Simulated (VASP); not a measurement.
Output of a VASP run:

File OSZICAR:
```
       N       E                     dE             d eps       ncg     rms          rms(c)
DAV:   1     0.426017019872E+01    0.42602E+01   -0.43200E+03  2600   0.975E+02
DAV:   2    -0.214285176190E+02   -0.25689E+02   -0.24577E+02  3688   0.121E+02
DAV:   3    -0.217686266231E+02   -0.34011E+00   -0.33969E+00  3128   0.168E+01
DAV:   4    -0.217693831525E+02   -0.75653E-03   -0.75651E-03  3952   0.717E-01
DAV:   5    -0.217693835110E+02   -0.35850E-06   -0.35880E-06  3152   0.110E-02    0.516E+00
DAV:   6    -0.195409871531E+02    0.22284E+01   -0.23408E+00  2752   0.102E+01    0.273E+00
DAV:   7    -0.192743064022E+02    0.26668E+00   -0.91288E-01  3176   0.618E+00    0.591E-01
DAV:   8    -0.193054622460E+02   -0.31156E-01   -0.24088E-01  2736   0.474E+00    0.466E-01
DAV:   9    -0.193803475542E+02   -0.74885E-01   -0.67213E-02  2560   0.248E+00    0.140E-01
DAV:  10    -0.193797163636E+02    0.63119E-03   -0.59338E-03  3216   0.769E-01    0.452E-02
DAV:  11    -0.193785503639E+02    0.11660E-02   -0.59209E-04  2832   0.305E-01    0.180E-02
DAV:  12    -0.193786503643E+02   -0.10000E-03   -0.38189E-04  2728   0.232E-01    0.114E-02
DAV:  13    -0.193785989342E+02    0.51430E-04   -0.90071E-05  2720   0.107E-01    0.188E-03
DAV:  14    -0.193785958818E+02    0.30524E-05   -0.47749E-06  3576   0.288E-02    0.145E-03
DAV:  15    -0.193785958768E+02    0.50754E-08   -0.10016E-06  2776   0.137E-02    0.701E-04
DAV:  16    -0.193785963865E+02   -0.50971E-06   -0.31180E-07  2952   0.643E-03    0.201E-04
DAV:  17    -0.193785963928E+02   -0.63772E-08   -0.26629E-08  1496   0.223E-03
   1 F= -.19378596E+02 E0= -.19378511E+02  d E =-.193786E+02
       N       E                     dE             d eps       ncg     rms          rms(c)
DAV:   1    -0.193787536907E+02   -0.15730E-03   -0.77360E-03  2680   0.692E-01    0.344E-02
DAV:   2    -0.193787325272E+02    0.21164E-04   -0.81325E-05  3504   0.784E-02    0.189E-02
DAV:   3    -0.193787202103E+02    0.12317E-04   -0.48668E-05  2944   0.511E-02    0.246E-03
DAV:   4    -0.193787197785E+02    0.43175E-06   -0.10767E-05  3168   0.320E-02    0.259E-03
DAV:   5    -0.193787228491E+02   -0.30705E-05   -0.84243E-07  3072   0.979E-03    0.153E-03
DAV:   6    -0.193787230963E+02   -0.24729E-06   -0.31671E-07  2616   0.603E-03    0.225E-04
DAV:   7    -0.193787231433E+02   -0.46922E-07   -0.47223E-08  1312   0.241E-03
   2 F= -.19378723E+02 E0= -.19378663E+02  d E =-.126750E-03
       N       E                     dE             d eps       ncg     rms          rms(c)
DAV:   1    -0.193791756478E+02   -0.45255E-03   -0.70353E-02  2664   0.208E+00    0.981E-02
DAV:   2    -0.193790013702E+02    0.17428E-03   -0.70696E-04  3504   0.233E-01    0.545E-02
DAV:   3    -0.193788947685E+02    0.10660E-03   -0.41700E-04  2944   0.151E-01    0.720E-03
DAV:   4    -0.193788905310E+02    0.42375E-05   -0.95421E-05  3144   0.958E-02    0.747E-03
DAV:   5    -0.193789178066E+02   -0.27276E-04   -0.71329E-06  3080   0.285E-02    0.446E-03
DAV:   6    -0.193789207375E+02   -0.29309E-05   -0.29940E-06  2928   0.188E-02    0.638E-04
DAV:   7    -0.193789210856E+02   -0.34818E-06   -0.44899E-07  3352   0.725E-03    0.236E-04
DAV:   8    -0.193789210334E+02    0.52288E-07   -0.58259E-08  1384   0.242E-03
   3 F= -.19378921E+02 E0= -.19378942E+02  d E =-.324641E-03
```

File OUTCAR:
```
------------------------ aborting loop because EDIFF is reached ----------------------------------------
  FORCE on cell =-STRESS in cart. coord.  units (eV):
  Direction    XX          YY          ZZ          XY          YZ          ZX
  --------------------------------------------------------------------------------------
  Total       -0.4389988     -1.7433237     -0.9092173      0.0000000      0.0000000      0.0000000
  in kB      -23.7087195    -94.1505417    -49.1035025      0.0000000      0.0000000      0.0000000
  external PRESSURE =     -55.6542545 kB  Pullay stress =       0.0000000 kB
  volume of cell :       29.67
      direct lattice vectors                 reciprocal lattice vectors
     1.537764726 -2.716755868  0.000000000     0.325147268 -0.184043037  0.000000000
     1.537764726  2.716755868  0.000000000     0.325147268  0.184043037  0.000000000
     0.000000000  0.000000000  3.550547284     0.000000000  0.000000000  0.281646721
 POSITION                                       TOTAL-FORCE (eV/Angst)
 -----------------------------------------------------------------------------------
      0.00000      0.00000      0.00000         0.000000      0.000000      0.000000
      1.53776      0.89833      1.77527        -0.000000      0.000333      0.000000
      1.53776     -0.89833      1.77527        -0.000000     -0.000333      0.000000
 -----------------------------------------------------------------------------------
    total drift:                                0.000000     -0.000000     -0.000000
  FREE ENERGIE OF THE ION-ELECTRON SYSTEM (eV)
  ---------------------------------------------------
  free  energy   TOTEN  =       -19.3789210334 eV

  energy  without entropy=      -19.3789846093  energy(sigma->0) =      -19.37894223

 reached required accuracy - stopping structural energy minimisation
```
(Selected blocks of OUTCAR.)

**POSCAR**
```
MgB2
1
    1.5377647260    -2.7167558678     0.0000000000
    1.5377647260     2.7167558678     0.0000000000
    0.0000000000     0.0000000000     3.5505472842
Mg B
1 2
Direct
  0.0000000000   0.0000000000   1.0000000000
  0.3333330000   0.6666670000   0.5000000000
  0.6666670000   0.3333330000   0.5000000000
```

Task: Write an INCAR and KPOINTS that could have produced this output.

Result: Several could match; the one computed here: the input of the run itself, r2SCAN meta-GGA, plane waves, VASP's PBE PAW potentials (set 64).

**INCAR**
```
SYSTEM = MgB2
PREC = Accurate; ENCUT = 600; LREAL = F
LASPH = T
EDIFF = 1E-7; NELM = 100; ALGO = Normal
LMIXTAU = T
ISMEAR = 1; SIGMA = 0.1
METAGGA = R2SCAN
IBRION = 2; NSW = 30; ISIF = 2
EDIFFG = -0.01
LWAVE = F; LCHARG = F
```

**KPOINTS**
```
Automatic mesh
0
Gamma
10 10 8
0 0 0
```

POTCAR, in this order: Mg B (PBE.64 set). Program: vasp_std.

The compound is MgB2 in the AlB2 type structure. This cell was strained or had an atom moved on purpose. Symmetry was kept, so distortions that lower it aren't found.
